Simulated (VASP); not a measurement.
Take NaI (rock salt), without spin-orbit terms, in VASP with PAW potentials, and its band gap. The mesh is coarse and the basis finite, so the quasiparticle values are not converged.

**Question.** One run gives 3.63 eV. Which level is it?
A) Hartree-Fock (PBE cell)
B) LDA (own cell)
C) r2SCAN (own cell)
D) PBE0 (PBE cell)

**Answer.** B, LDA (own cell).  The others give 5.25 (PBE0 (PBE cell)), 10.70 (Hartree-Fock (PBE cell)), 4.48 (r2SCAN (own cell)).

Only levels that ran to the end are used. Left out are those held back, those with too coarse a band path, GW runs whose mesh misses a band edge, hybrids' fits of cells that aren't cubic and levels without matching references; a question may draw on a part of the rest.

The compound is NaI in the rock salt structure.
